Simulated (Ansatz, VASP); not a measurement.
## Cross-check of Bi (Bismuth) between VASP and Ansatz

One calculation is typed for both programs; each brings its own data sets. How far apart do they land? The cell is taken from a series of runs on this material, whose earlier steps may have relaxed, scaled, displaced or heated it; both programs get it as it stands.

Calculated with Ansatz 0.2.0; plane waves, with VASP 6.6.1 beside it; zone-centre phonons at LDA.

**1. The starting structure**

It takes space group R-3m (No. 166, trigonal). Conventional cell: a = 4.629 Å, b = 4.629 Å, c = 11.092 Å, α = 90.00°, β = 90.00°, γ = 120.00°. Bi has 6 Bi at 3.10 to 3.42 Å nearest.

As a file:

```cif
data_structure
_symmetry_space_group_name_H-M 'P 1'
_symmetry_Int_Tables_number 1
_cell_length_a 4.5619
_cell_length_b 4.5619
_cell_length_c 4.5619
_cell_angle_alpha 60.971
_cell_angle_beta 60.971
_cell_angle_gamma 60.971
_cell_volume 68.60
loop_
_atom_site_label
_atom_site_type_symbol
_atom_site_fract_x
_atom_site_fract_y
_atom_site_fract_z
_atom_site_occupancy
Bi1 Bi 0.23740 0.23740 0.23740 1
Bi2 Bi 0.76260 0.76260 0.76260 1
```

**2. Ansatz: zone-centre phonons, LDA**

Ansatz runs on its PAW soft_1 files.

Second derivatives magnify differences that forces hide, and they need a tight electronic threshold.

input.yaml

```yaml
crystal:
  lattice:
    - [2.3143370858, 1.3361831395, 3.6971959782]
    - [-2.3143370858, 1.3361831395, 3.6971959782]
    - [0.0, -2.6723662789, 3.6971959782]
  atoms:
    - { symbol: Bi, position: [0.237395641, 0.237395641, 0.237395641] }
    - { symbol: Bi, position: [0.762604359, 0.762604359, 0.762604359] }
kpoints:
  mp_grid: { grid: [12, 12, 12] }
hamiltonian:
  xc: lda
  pseudopotentials: { kind: paw, azcp: { folder: soft_1 }, xc_functional: pbe }
scf:
  occupations: { method: methfessel_paxton, width: 0.2 }
output:
  eigenvalues: true
phonons:
  method: dfpt
```

Command:

```bash
$ ansatz run input.yaml --threads 4 --pin off --max-ram 10240MiB --backend cpu --events-out ev --progress --plain --runs-dir out
```

Numbers of over 12 decimals in the logs are rounded to 6 here.

Output:

```text
Engine: ansatz 0.2.0, aarch64-unknown-linux-gnu
Pseudopotentials: kind: paw
Pseudopotential: Bi, paw, valence charge 15, recommended cutoff 420 eV (normal), soft_1/Bi.paw.azcp
Functional definition: SPW92
  exchange = slater_x
  correlation = pw_c
Crystal: 2 atoms, lattice volume = 68.599 Å³
Basis set: ecut = 420 eV, 1351 PW (Γ), exchange–correlation on 64×64×64 points (8 copies of the dense FFT grid, shifted against one another)
Bands: 19, of which v1, the nominal top of the filled ones, is band 15 counted from 1 (14 counted from 0)
Symmetry: 12 space group operations
k-points: 476 of 1728 (irreducible under 2 space group operations, time reversal used)
Non-local potential: Bi, projectors of the file, l = 0: 2, l = 1: 2, l = 2: 2, l = 3: 1
PAW form: soft (Blöchl's): semilocal exchange-correlation on the pseudo side does not see the compensation charge
PAW frozen core: Bi, regenerated for the run's functional, and the local potential with it (the file was generated under x = pbe(κ = 0.804, μ = 0.219515), c = pbe(β = 0.066725))
PAW one-centre angular grid: Bi, 590 points (default); XC on 64 Gauss nodes
Initial density: superposition of atomic densities (chi_scale 0.1, normalization cell)
Initial wavefunctions: pseudopotential atomic-orbital guess
Functional: x = slater, c = lda
SCF iter   1: F=—  HF=-24175.679217 eV  |F-HF|=—  |Δ(HF+E_count)|=         —  Δρ=1.09e-2  dr2=7.03e-2  ethr=3.10e-3  ⟨swp⟩=5.4  Hψ=43286  notcnv=0
preconditioner: auto → Kerker (q_TF=auto, 2.377 Å⁻¹)  [metal: Δε(μ)=0.042 eV  Ē_g=20.204 eV  σ=0.200 eV  W_gap=0.18  n_scr=14 (ndim 8)  ℏωp=24.6 eV  f_vac=0.000  D(μ)=0.25/eV (n_scr^D=0)]
SCF iter   2: F=—  HF=-24175.663729 eV  |F-HF|=—  |Δ(HF+E_count)|=   1.55e-2  S|Δr|=    0.00e0  Δρ=6.81e-3  dr2=2.87e-2  ethr=2.34e-4  ⟨swp⟩=1.0  Hψ=12852  notcnv=0
SCF iter   3: F=—  HF=-24175.657622 eV  |F-HF|=—  |Δ(HF+E_count)|=   6.11e-3  S|Δr|=    0.00e0  Δρ=9.69e-4  dr2=9.75e-4  ethr=9.58e-5  ⟨swp⟩=2.0  Hψ=16190  notcnv=0
SCF iter   4: F=—  HF=-24175.657502 eV  |F-HF|=—  |Δ(HF+E_count)|=   1.20e-4  S|Δr|=    0.00e0  Δρ=3.18e-4  dr2=1.04e-4  ethr=3.25e-6  ⟨swp⟩=3.0  Hψ=16391  notcnv=0
SCF iter   5: F=—  HF=-24175.657501 eV  |F-HF|=—  |Δ(HF+E_count)|=   5.52e-7  S|Δr|=    0.00e0  Δρ=1.63e-4  dr2=2.35e-5  ethr=3.46e-7  ⟨swp⟩=2.0  Hψ=14820  notcnv=0
SCF iter   6: F=—  HF=-24175.657498 eV  |F-HF|=—  |Δ(HF+E_count)|=   3.56e-6  S|Δr|=    0.00e0  Δρ=2.24e-5  dr2=4.95e-7  ethr=7.83e-8  ⟨swp⟩=2.0  Hψ=16190  notcnv=0
SCF iter   7: F=—  HF=-24175.657492 eV  |F-HF|=—  |Δ(HF+E_count)|=   5.10e-6  S|Δr|=    0.00e0  Δρ=5.86e-6  dr2=3.50e-8  ethr=1.65e-9  ⟨swp⟩=2.6  Hψ=16496  notcnv=0
SCF iter   8: F=—  HF=-24175.657492 eV  |F-HF|=—  |Δ(HF+E_count)|=   8.09e-9  S|Δr|=    0.00e0  Δρ=1.72e-6  dr2=3.96e-9  ethr=1.17e-10  ⟨swp⟩=2.3  Hψ=15146  notcnv=0
SCF iter   9: F=—  HF=-24175.657492 eV  |F-HF|=—  |Δ(HF+E_count)|=  8.11e-10  S|Δr|=    0.00e0  Δρ=3.85e-7  dr2=2.17e-10  ethr=1.32e-11  ⟨swp⟩=3.0  Hψ=16326  notcnv=0
SCF iter  10: F=—  HF=-24175.657492 eV  |F-HF|=—  |Δ(HF+E_count)|=  1.46e-11  S|Δr|=    0.00e0  Δρ=1.45e-7  dr2=3.48e-11  ethr=1.00e-12  ⟨swp⟩=1.0  Hψ=9063  notcnv=0
SCF iter  11: F=-24175.657492 eV  HF=-24175.657492 eV  |F-HF|=3.64e-12  |Δ(HF+E_count)|=  3.64e-12  S|Δr|=    0.00e0  Δρ=6.25e-8  dr2=2.52e-12  ethr=1.00e-12  ⟨swp⟩=5.5  Hψ=35307  notcnv=0
SCF 1 converged in 11 iterations: F = -24175.657492 eV  dr2 = 2.52e-12
  greatest PAW one-centre occupation: 0.988 electrons in one spin orbital (limit 2), on the Bi atom at site 1 (counted from 0), in its partial waves of l = 2
DFPT response loops at Γ: preconditioner auto → Kerker (q_TF=auto, 2.377 Å⁻¹) (partly filled bands, converged f_vac=0.000); β = 1.00, the filter's whole step (`scf.mixing.beta` (0.50) is not read by the response loops under this deck's `scf.mixing.preconditioner`; to damp them name `kerker` or `kerker_dos`, under which they read `scf.mixing.beta`, and type it under 1.00, their step now; both keys bind the ground state too); Broyden in place of MSR1
SCF converged after 11 iterations
Stability not checked: this state was not tested for a lower state beside it, because cold or Methfessel-Paxton smearing, or corrected tetrahedra, fill the levels in a way that the test cannot read (fill_not_monotonic; see scf.lower_state_search)
Free energy (F): -24175.657492 eV
Harris-Foulkes:  -24175.657492 eV  (|F-HF|=3.64e-12)
Internal energy: -24175.660307 eV  (E = F + TS)
E sigma→0 (E₀):  -24175.658196 eV
Entropy (-TS):   0.002814 eV (1.407 meV/atom)
Fermi energy:    9.700736 eV
--- Per-component energies (eV) ---
  E_band       = -215.368113
  E_kinetic    = 510.197034
  E_local      = -2672.941944  (includes V_loc(G=0)·N_el)
  E_nonlocal   = 825.119107
  E_hartree    = 990.664435
  E_xc         = -301.406046
  E_vxc        = -263.042205  (∫ρ·V_xc dr)
  E_paw        = -20705.075896  (= ΣΔE_a)
  E_vpaw       = -596.029395  (= ΣTr[D̂ρ^β])
  E_aug_tail   = 0.000415  (compensation charges beyond the density's cutoff)
  E_ewald      = -2822.207769
  E_core_change = -0.009642  (= ΣΔE_core)
  E_smearing   = 0.002814  (= −TS)
  E_closure    = -0.000000  (closes the sum)
  Σ components = -24175.657492   (vs F -24175.657492, Δ=0.00e0)
--- Band table (eV; the first three rows and the last of 476) ---
  k-point 0: bands = [... 11 lower, 2.2439, 8.2735, 8.2735, 8.7023, 12.4852, 12.8761, 12.8761, 15.2107]
  k-point 1: bands = [... 11 lower, 2.0743, 8.2905, 8.3344, 8.7134, 12.2922, 12.5597, 12.6738, 14.9413]
  k-point 2: bands = [... 11 lower, 1.6137, 8.3443, 8.4797, 8.7518, 11.7033, 12.0318, 12.1742, 14.7927]
  k-point 475: bands = [... 11 lower, -0.4413, 8.6029, 9.0109, 9.0109, 9.9574, 9.9574, 9.9908, 17.3853]
--- Phonons (Γ-DFPT): 2 representative perturbations + reference, on 476 of 1728 k-points (Σ response iterations 4) ---
  k mesh reduced under 2 symmetry operations, with k and −k counted as one. Each operation leaves every solved perturbation unchanged. A smaller set is not used because it would not reduce the number of displacements times k-points to solve
  ASR residual: 3.444e-4 → 0.000e0 eV/Å²; symmetrization residual: 3.205e-5 eV/Å²
  ASR residual per site (eV/Å²): 3.44e-4 3.44e-4
  Γ frequencies (cm⁻¹): 0.00 0.00 0.00 38.73 38.73 90.25
  non-analytic LO–TO correction: not included (Born effective charges unavailable; polar crystals: no LO–TO splitting at Γ)
```

In the SCF lines HF is the Harris–Foulkes energy and dr2 the Hartree energy of the density residual, in eV; the loop may stop once dr2 is under the threshold and the program's other checks hold. Hψ counts applications of the Hamiltonian.

**3. VASP: zone-centre phonons, LDA**

The same cell, functional (in two slightly different forms), mesh and smearing now go to VASP, with its own data sets.

Lines of VASP's logs that name or quote its potential files are left out, and so is its time.

INCAR

```
SYSTEM = Bi
PREC = Accurate
ENCUT = 500
EDIFF = 1E-08
NELM = 120
ISMEAR = 1
SIGMA = 0.2
LREAL = .FALSE.
ALGO = Normal
GGA = CA
NBANDS = 21
LORBIT = 11
LWAVE = .FALSE.
LCHARG = .FALSE.
ISIF = 2
IBRION = 8
LASPH = .TRUE.
GGA_COMPAT = .FALSE.
KPAR = 2
```

POSCAR

```
Bi
1.0
    2.3143370858      1.3361831395      3.6971959782
   -2.3143370858      1.3361831395      3.6971959782
    0.0000000000     -2.6723662789      3.6971959782
Bi
2
Direct
    0.2373956410      0.2373956410      0.2373956410
    0.7626043590      0.7626043590      0.7626043590
```

KPOINTS

```
Automatic mesh
0
Gamma
12 12 12
0 0 0
```

The projector-augmented-wave data sets are Bi_d (LDA family, release 64).

Command:

```bash
$ mpirun -np 2 vasp_std
```

Output:

```text
[banner, memory and clock lines left out]
running    2 mpi-ranks, on    1 nodes
 distrk:  each k-point on    1 cores,    2 groups
 distr:  one band on    1 cores,    1 groups

 POSCAR found type information on POSCAR Bi
 POSCAR found :  1 types and       2 ions
 LDA part: xc-table for (Slater(with rela. corr.)+CA(PZ))
 , standard interpolation
 POSCAR, INCAR and KPOINTS ok, starting setup
 FFT: planning ... GRIDC
 FFT: planning ... GRID_SOFT
 FFT: planning ... GRID
 WAVECAR not read
 entering main loop
       N       E                     dE             d eps       ncg     rms          rms(c)
DAV:   1     0.300773992988E+03    0.30077E+03   -0.16050E+04  7943   0.169E+03
DAV:   2     0.160110162032E+02   -0.28476E+03   -0.27866E+03  8008   0.438E+02
DAV:   3    -0.823576450333E+01   -0.24247E+02   -0.23894E+02  9430   0.146E+02
DAV:   4    -0.907687045334E+01   -0.84111E+00   -0.84035E+00  9453   0.299E+01
DAV:   5    -0.911691195262E+01   -0.40041E-01   -0.40040E-01 11192   0.581E+00    0.100E+00
DAV:   6    -0.910401996115E+01    0.12892E-01   -0.20103E-02 10366   0.156E+00    0.580E-01
DAV:   7    -0.909841032474E+01    0.56096E-02   -0.11363E-02 10068   0.124E+00    0.106E-01
DAV:   8    -0.909830378555E+01    0.10654E-03   -0.11681E-03  9208   0.443E-01    0.148E-02
DAV:   9    -0.909830672958E+01   -0.29440E-05   -0.50768E-05 11409   0.668E-02    0.626E-03
DAV:  10    -0.909830682754E+01   -0.97958E-07   -0.27779E-06 10796   0.146E-02    0.124E-03
DAV:  11    -0.909830684957E+01   -0.22027E-07   -0.13147E-07  9984   0.338E-03    0.437E-04
DAV:  12    -0.909830685382E+01   -0.42501E-08   -0.13865E-08  7258   0.981E-04
   1 F= -.90983069E+01 E0= -.90992562E+01  d E =0.284801E-02
 Linear response reoptimize wavefunctions to high precision
DAV:   1    -0.909830685370E+01    0.11687E-09   -0.24996E-09  5737   0.622E-04
DAV:   2    -0.909830685373E+01   -0.30923E-10   -0.52122E-10  5219   0.243E-04
 Linear response DOF=           2
 Linear response progress:
  Degree of freedom:   1/  2
       N       E                     dE             d eps       ncg     rms          rms(c)
RMM:   1    -0.331758864243E+00   -0.33176E+00    0.20823E-01 48386   0.836E+00
RMM:   2    -0.340548517510E+00   -0.87897E-02   -0.20009E-02 62287   0.118E+00    0.461E-02
RMM:   3    -0.340770030858E+00   -0.22151E-03   -0.17217E-03 67019   0.332E-01    0.263E-02
RMM:   4    -0.340679353893E+00    0.90677E-04   -0.13403E-04 69216   0.102E-01    0.609E-03
RMM:   5    -0.340686716406E+00   -0.73625E-05   -0.18169E-05 64678   0.331E-02    0.228E-03
RMM:   6    -0.340691142221E+00   -0.44258E-05   -0.36515E-06 68009   0.146E-02    0.974E-04
RMM:   7    -0.340689979869E+00    0.11624E-05   -0.13510E-06 67829   0.477E-03    0.292E-04
RMM:   8    -0.340686640378E+00    0.33395E-05   -0.27662E-07 68877   0.174E-03    0.109E-04
RMM:   9    -0.340684941776E+00    0.16986E-05   -0.10502E-07 69512   0.756E-04    0.262E-05
RMM:  10    -0.340684943911E+00   -0.21349E-08   -0.89748E-08 71928   0.368E-04    0.190E-05
 first order change of Fermi-energy  -0.95555E-05
 force on displaced ion       1 direction 1 :  -0.600   0.000   0.000
 Linear response progress:
  Degree of freedom:   2/  2
       N       E                     dE             d eps       ncg     rms          rms(c)
RMM:   1    -0.330490750689E+00   -0.33049E+00    0.27091E-01 10526   0.859E+00
RMM:   2    -0.339090607482E+00   -0.85999E-02   -0.18923E-02 13570   0.117E+00    0.373E-02
RMM:   3    -0.339211649676E+00   -0.12104E-03   -0.16063E-03 14598   0.319E-01    0.208E-02
RMM:   4    -0.339026467036E+00    0.18518E-03   -0.12836E-04 14825   0.101E-01    0.532E-03
RMM:   5    -0.339034841211E+00   -0.83742E-05   -0.16054E-05 14934   0.307E-02    0.308E-03
RMM:   6    -0.339046915702E+00   -0.12074E-04   -0.27276E-06 14476   0.136E-02    0.752E-04
RMM:   7    -0.339049197148E+00   -0.22814E-05   -0.36000E-07 14790   0.427E-03    0.518E-04
RMM:   8    -0.339048198019E+00    0.99913E-06   -0.33902E-08 13368   0.160E-03    0.681E-05
RMM:   9    -0.339047779490E+00    0.41853E-06   -0.14593E-08 15270   0.737E-04    0.484E-05
RMM:  10    -0.339047613955E+00    0.16554E-06    0.13769E-09 14997   0.308E-04    0.325E-05
RMM:  11    -0.339047550248E+00    0.63707E-07   -0.14595E-09 15025   0.189E-04    0.638E-06
RMM:  12    -0.339047582607E+00   -0.32360E-07   -0.22991E-08 15831   0.131E-04    0.216E-06
RMM:  13    -0.339047579615E+00    0.29922E-08   -0.11118E-08 14838   0.106E-04    0.708E-07
 first order change of Fermi-energy   0.36148E+00
 force on displaced ion       1 direction 3 :   0.000  -0.000  -3.157
 Linear response finished
```

Parts of OUTCAR (step 3):

```text
ion  position               nearest neighbor table
   1  0.237  0.237  0.237-   2 3.10   2 3.10   2 3.10   2 3.42   2 3.42   2 3.42
   2  0.763  0.763  0.763-   1 3.10   1 3.10   1 3.10   1 3.42   1 3.42   1 3.42

  LATTYP: Found a trigonal (rhomboedric) cell.
 ALAT       =     4.5618855345
 COS(alpha) =     0.4852522496

 Subroutine GETGRP returns: Found 12 space group operations
 (whereof 12 operations were pure point group operations)

The static configuration has the point symmetry D_3d.

 Found    189 irreducible k-points:

   k-points           NKPTS =    189   k-points in BZ     NKDIM =    189   number of bands    NBANDS=     21

   dimension x,y,z NGX =    36 NGY =   36 NGZ =   36
   dimension x,y,z NGXF=    72 NGYF=   72 NGZF=   72

   ENCUT  =  500.0 eV  36.75 Ry    6.06 a.u.   8.32  8.32  8.32*2*pi/ulx,y,z

   NELECT =      30.0000    total number of electrons

 k-points in reciprocal lattice and weights: Automatic mesh
   0.00000000  0.00000000  0.00000000       0.001
   0.08333333  0.00000000  0.00000000       0.003
   0.16666667  0.00000000 -0.00000000       0.003
   0.25000000  0.00000000 -0.00000000       0.003
   0.33333333  0.00000000 -0.00000000       0.003
   0.41666667  0.00000000  0.00000000       0.003
   0.50000000  0.00000000 -0.00000000       0.002
   0.08333333  0.08333333  0.00000000       0.003
   0.16666667  0.08333333 -0.00000000       0.007
[...]
-0.41666667  0.50000000  0.41666667       0.003
   0.50000000  0.50000000  0.50000000       0.001

 average (electrostatic) potential at core
       1-104.4713       2-104.4713

  Total       -0.9180247     -0.9180247      0.0220427      0.0000000      0.0000000      0.0000000
  in kB      -21.4411764    -21.4411764      0.5148249      0.0000000      0.0000000      0.0000000
  external PRESSURE =     -14.1225093 kB  Pullay stress =       0.0000000 kB

  energy-cutoff  :      500.00
  volume of cell :       68.60
      direct lattice vectors                 reciprocal lattice vectors
     2.314337086  1.336183139  3.697195978     0.216044587  0.124733400  0.090158416
    -2.314337086  1.336183139  3.697195978    -0.216044587  0.124733400  0.090158416
     0.000000000 -2.672366279  3.697195978     0.000000000 -0.249466801  0.090158416

 POSITION                                       TOTAL-FORCE (eV/Angst)
 -----------------------------------------------------------------------------------
      0.00000      0.00000      2.63309         0.000000      0.000000      0.014578
      0.00000      0.00000      8.45849         0.000000     -0.000000     -0.014578
 -----------------------------------------------------------------------------------
    total drift:                               -0.000000      0.000000     -0.000000

 Eigenvectors and eigenvalues of the dynamical matrix
 ----------------------------------------------------

   1 f  =    2.717370 THz    17.073738 2PiTHz   90.641702 cm-1    11.238134 meV
             X         Y         Z           dx          dy          dz
      0.000000  0.000000  2.633095    -0.000000    0.000000    0.707107
      0.000000  0.000000  8.458493     0.000000   -0.000000   -0.707107

   2 f  =    1.185099 THz     7.446195 2PiTHz   39.530642 cm-1     4.901173 meV
             X         Y         Z           dx          dy          dz
      0.000000  0.000000  2.633095    -0.707107    0.000009   -0.000000
      0.000000  0.000000  8.458493     0.707107   -0.000009    0.000000

   3 f  =    1.185099 THz     7.446195 2PiTHz   39.530642 cm-1     4.901173 meV
             X         Y         Z           dx          dy          dz
      0.000000  0.000000  2.633095    -0.000009   -0.707107    0.000000
      0.000000  0.000000  8.458493     0.000009    0.707107   -0.000000

   4 f  =    0.000000 THz     0.000000 2PiTHz    0.000001 cm-1     0.000000 meV
             X         Y         Z           dx          dy          dz
      0.000000  0.000000  2.633095    -0.198170    0.532597   -0.420796
      0.000000  0.000000  8.458493    -0.198170    0.532597   -0.420796

   5 f  =    0.000000 THz     0.000000 2PiTHz    0.000000 cm-1     0.000000 meV
             X         Y         Z           dx          dy          dz
      0.000000  0.000000  2.633095     0.655535    0.036459   -0.262572
      0.000000  0.000000  8.458493     0.655535    0.036459   -0.262572

   6 f/i=    0.000000 THz     0.000000 2PiTHz    0.000001 cm-1     0.000000 meV
             X         Y         Z           dx          dy          dz
      0.000000  0.000000  2.633095     0.176074    0.463693    0.503971
      0.000000  0.000000  8.458493     0.176074    0.463693    0.503971

 ELASTIC MODULI CONTR FROM IONIC RELAXATION (kBar)
 Direction    XX          YY          ZZ          XY          YZ          ZX
 --------------------------------------------------------------------------------
 XX        -181.5203     99.9855    -74.7064      0.0000    361.1644     -0.0000
 YY          99.9855   -181.5203    -74.7064     -0.0000   -361.1644      0.0000
 ZZ         -74.7064    -74.7064   -136.8997     -0.0000     -0.0000      0.0000
 XY           0.0000     -0.0000     -0.0000   -140.7529     -0.0000    358.9027
 YZ         361.1644   -361.1644     -0.0000     -0.0000   -926.7286      0.0000
 ZX          -0.0000      0.0000      0.0000    358.9027      0.0000   -915.1579
 --------------------------------------------------------------------------------
```

**4. Comparison**

Known differences besides the potentials themselves: the two LDA forms differ slightly; the cutoff is 420 eV in Ansatz and 500 eV in VASP; VASP's log shows a relativistic correction to its local exchange, Ansatz's none. Total energies have different zeros and are not compared.

Compared:

```tsv
quantity	Ansatz	VASP	difference
optical mode 1 to 2 (cm⁻¹)	38.7	39.5	-0.8
optical mode 3 (cm⁻¹)	90.2	90.6	-0.43 %
```

Modes are paired by rising frequency, not by their patterns, so a pair may set unlike modes beside each other; they are those without the splitting of longitudinal modes.

**5. Summary of results**

| Property | Result |
| --- | --- |
| r.m.s. difference of the optical zone-centre modes, each program's sorted by frequency (zone-centre phonons, LDA) | 0.69 cm⁻¹ |

What this shows: The r.m.s. difference of the optical zone-centre modes, each program's sorted by frequency is 0.69 cm⁻¹ (zone-centre phonons, LDA). How closely two codes agree says nothing of how well the functional describes the real material.

[Lines on the potential files, build, host, timing and source positions are cut from VASP's logs without a mark.]

[Logs are printed without paths, hosts, clocks, repeated set-up lines and the standing remarks that a program may print on its own settings, such as how far it seeks lower states.]

[Hosts, paths, dates, database ids (printed as entryN), source tags and the programs' standing remarks are cut or masked in the printed files.]
